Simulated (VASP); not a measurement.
Molecule: F6S, in a box.

```xyz
7
Lattice="13.2304 0.0000 0.0000 0.0000 13.7304 0.0000 0.0000 0.0000 14.2304" Properties=species:S:1:pos:R:3 pbc="T T T"
F     7.9209    7.4390    6.3736
F     7.1414    7.5429    8.4853
F     5.3050    6.3896    7.8595
F     7.3589    5.5450    7.4573
F     5.8711    8.2853    6.7733
F     6.0886    6.2874    5.7454
S     6.6137    6.9146    7.1161
```

Base run:

| Property | Result |
| --- | --- |
| Program | VASP 6.6.1 |
| Functional | RPBE |
| Potentials or basis | VASP PAW PBE potentials, release 64 (F, S) |
| Cutoff | 400 eV |
| k mesh | 1 × 1 × 1 |
| Occupations | gaussian, width 0.01 eV |
| Spin | no spin polarisation |

Its results: gap between the frontier levels 6.62 eV; largest force 0.418 eV/Å.

Problem. The run is repeated on the same cell with these changes: functional from RPBE to PBE. What comes out?

Solution. Gap between the frontier levels 6.56 eV; largest force 0.108 eV/Å.

Caveats: the PAW data sets were made with another functional, which shifts forces and pressure a little (some runs).

